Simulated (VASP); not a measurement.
OSZICAR of a VASP run on Te (trig):

OSZICAR:
```
       N       E                     dE             d eps       ncg     rms          rms(c)
DAV:   1     0.131632092066E+03    0.13163E+03   -0.66153E+03   728   0.113E+03
DAV:   2     0.519989267122E+02   -0.79633E+02   -0.76628E+02   980   0.174E+02
DAV:   3     0.466947508025E+02   -0.53042E+01   -0.52579E+01   923   0.510E+01
DAV:   4     0.466008808349E+02   -0.93870E-01   -0.93774E-01   859   0.773E+00
DAV:   5     0.465993413596E+02   -0.15395E-02   -0.15394E-02   926   0.102E+00    0.113E+01
DAV:   6     0.496718510921E+02    0.30725E+01   -0.73555E+00   728   0.310E+01    0.669E+00
DAV:   7     0.490349858078E+02   -0.63687E+00   -0.94700E-01   733   0.116E+01    0.823E-01
DAV:   8     0.490837344391E+02    0.48749E-01   -0.28564E-01   748   0.669E+00    0.206E+00
DAV:   9     0.490104141434E+02   -0.73320E-01   -0.27900E-02   758   0.253E+00    0.157E+00
DAV:  10     0.488933296810E+02   -0.11708E+00   -0.66054E-02   728   0.373E+00    0.123E+00
DAV:  11     0.489027435000E+02    0.94138E-02   -0.42157E-03   738   0.816E-01    0.102E+00
DAV:  12     0.488937342134E+02   -0.90093E-02   -0.68282E-03   728   0.107E+00    0.568E-01
DAV:  13     0.488945817497E+02    0.84754E-03   -0.20741E-03   728   0.627E-01    0.287E-01
DAV:  14     0.488934164105E+02   -0.11653E-02   -0.19720E-03   728   0.594E-01    0.250E-01
DAV:  15     0.488927456324E+02   -0.67078E-03   -0.26759E-04   743   0.230E-01    0.134E-01
DAV:  16     0.488927426688E+02   -0.29636E-05   -0.36775E-06   903   0.194E-02    0.999E-02
DAV:  17     0.488927389940E+02   -0.36748E-05   -0.21346E-06   733   0.154E-02    0.624E-02
DAV:  18     0.488927371833E+02   -0.18106E-05   -0.19947E-06   728   0.182E-02    0.248E-02
DAV:  19     0.488927367078E+02   -0.47549E-06   -0.61560E-07   738   0.106E-02    0.195E-02
DAV:  20     0.488927364202E+02   -0.28762E-06   -0.30022E-07   720   0.739E-03    0.403E-03
DAV:  21     0.488927364005E+02   -0.19728E-07   -0.32984E-08   369   0.279E-03
   1 F= 0.48892736E+02 E0= 0.48892736E+02  d E =0.000000E+00
       N       E                     dE             ncg
       N       E                     dE             ncg
```

Which electronic solver shows in the log?

It is blocked Davidson (ALGO = Normal, or the opening steps of other solvers). The INCAR had ALGO = Normal.

Can the final energy be trusted as converged?

The run converged. It stopped with EDIFF = 1E-7, NELM = 100 (revTPSS meta-GGA, plane waves, VASP's PBE PAW potentials (set 64)).

The compound is Te in the trig structure. It was relaxed first.
